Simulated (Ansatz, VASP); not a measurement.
HfMoC2: VASP beside Ansatz

```
CELL_PARAMETERS angstrom
3.10394 0.00000 0.00000
0.00000 3.10394 0.00000
0.00000 0.00000 4.36222
ATOMIC_POSITIONS crystal
Hf 0.00000 0.00000 0.00000
Mo 0.50000 0.50000 0.50000
C 0.00000 0.00000 0.50000
C 0.50000 0.50000 0.00000
```

The cell comes from a database or a generator and needn't be the stable form of this composition.

Alike in both runs: task single point; functional PBE; k mesh 7 × 7 × 5; no spin polarisation.

|  | VASP | Ansatz |
| --- | --- | --- |
| version | VASP 6.6.1 | Ansatz 0.2.0 |
| potentials or method | VASP PAW PBE potentials, release 64 (Hf_pv, Mo_sv, C) | plane waves, PAW |
| plane-wave cutoff (eV) | 520 | 500 |
| occupations | fermi-dirac, width 0.1 eV | fermi-dirac |
| valence electrons in the cell | 32 | 48 |

|  | VASP | Ansatz | Ansatz less VASP |
| --- | --- | --- | --- |
| pressure (GPa) | 26.1 | 25.9 | -0.26 |
| largest component of the traceless stress (GPa) | 0.22 | 0.25 | +0.031 |

The two sets of potentials don't hold the same shells in valence.

Caveats: so large a pressure means that the cell lies far from this level's equilibrium, or that cutoff or potentials fall short (VASP). The runs have no spin-orbit coupling, so splittings on Hf are missing.
